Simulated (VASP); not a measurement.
Here is the system:

```yaml
crystal:
  lattice:
    - [0.00000, 2.74452, 2.74452]
    - [2.74452, 0.00000, 2.74452]
    - [2.74452, 2.74452, 0.00000]
  atoms:
    - { symbol: Yb, position: [0.00000, 0.00000, 0.00000] }
```

Calculation: r2SCAN meta-GGA, VASP's PBE PAW potentials (set 64) (plane waves; VASP). Run with 520 eV cut-off, 12×12×12 Γ-centred mesh, first-order Methfessel-Paxton smearing of 0.10 eV, potentials Yb_2.

The 4f electrons are frozen in the core of the lanthanide potential, so 4f levels, which can set the real gap, and their magnetism are missing.

### Question
The job: Yb (fcc), 1 atom, r2SCAN, static run, 520 eV, 12×12×12 Γ-centred mesh. Roughly how much core time does it take on a busy server core?

### Answer
About 2 core-minutes (one run on a shared machine, a rough figure). It had 72 irreducible k-points, 8 bands, up to 1139 plane waves and 27 electronic steps.

The compound is Yb in the fcc structure. This cell is one point of a volume scan, at 1.06 of the reference volume.
